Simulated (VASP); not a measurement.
OSZICAR of a VASP run on Ga (alpha):

File OSZICAR:
```
       N       E                     dE             d eps       ncg     rms          rms(c)
DAV:   1     0.375906396395E+03    0.37591E+03   -0.26584E+04  5229   0.295E+03
DAV:   2     0.462339780625E+02   -0.32967E+03   -0.32513E+03  5425   0.569E+02
DAV:   3     0.439544012538E+01   -0.41839E+02   -0.41507E+02  6034   0.154E+02
DAV:   4     0.313900016316E+01   -0.12564E+01   -0.12554E+01  5773   0.308E+01
DAV:   5     0.311001409651E+01   -0.28986E-01   -0.29020E-01  6238   0.466E+00    0.168E+00
DAV:   6     0.314125675983E+01    0.31243E-01   -0.11989E-01  6463   0.427E+00    0.943E-01
DAV:   7     0.314456008037E+01    0.33033E-02   -0.53123E-02  6236   0.226E+00    0.221E-01
DAV:   8     0.314316115448E+01   -0.13989E-02   -0.11772E-02  5950   0.111E+00    0.505E-02
DAV:   9     0.314281253907E+01   -0.34862E-03   -0.11950E-03  5845   0.337E-01    0.254E-02
DAV:  10     0.314275337562E+01   -0.59163E-04   -0.23146E-04  6068   0.140E-01    0.639E-03
DAV:  11     0.314274884783E+01   -0.45278E-05   -0.34664E-05  5983   0.648E-02    0.421E-03
DAV:  12     0.314275013060E+01    0.12828E-05   -0.83555E-06  5885   0.318E-02    0.651E-04
DAV:  13     0.314275083831E+01    0.70771E-06   -0.89950E-07  6747   0.776E-03    0.383E-04
DAV:  14     0.314275087451E+01    0.36196E-07   -0.91019E-08  3585   0.237E-03
   1 F= 0.31427509E+01 E0= 0.31427509E+01  d E =0.000000E+00
```

**Question.** Which electronic solver shows in the log?

**Answer.** It is blocked Davidson (ALGO = Normal, or the opening steps of other solvers). The INCAR had ALGO = Normal.

**Question.** Can the final energy be trusted as converged?

**Answer.** The calculation finished and met its thresholds. It stopped with EDIFF = 1E-7, NELM = 100 (vdW-DF2, plane waves, VASP's PBE PAW potentials (set 64)).

The compound is Ga in the alpha structure. It was relaxed first, which changed the volume by +24 %.
